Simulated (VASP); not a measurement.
Data:

```
Nb
1.0
   -1.69059     1.69059     1.69059
    1.69059    -1.69059     1.69059
    1.69059     1.69059    -1.69059
Nb
1
Cartesian
  0.00000   0.00000   0.00000
```

Method: PBE GGA, VASP's PBE PAW potentials (set 64) (plane waves; VASP). Run with 300 eV cut-off, 11×11×11 Γ-centred mesh, Gaussian smearing of 0.050 eV, potentials Nb_sv.

Task: Give the energies of bands 5 to 9 at the high-symmetry points, in eV from the Fermi level.

Result: 
```csv
band,Γ,H,N,P
5,-5.71,-3.31,-3.40,-1.02
6,0.40,-3.31,-1.44,-1.02
7,0.40,5.16,2.00,-1.02
8,0.40,5.16,3.08,3.82
9,3.08,5.16,3.70,3.82
```

It has no gap at this level: it comes out as a metal or semimetal.

The structure is a typed Nb crystal (Im-3m). The cell was not relaxed at this level.
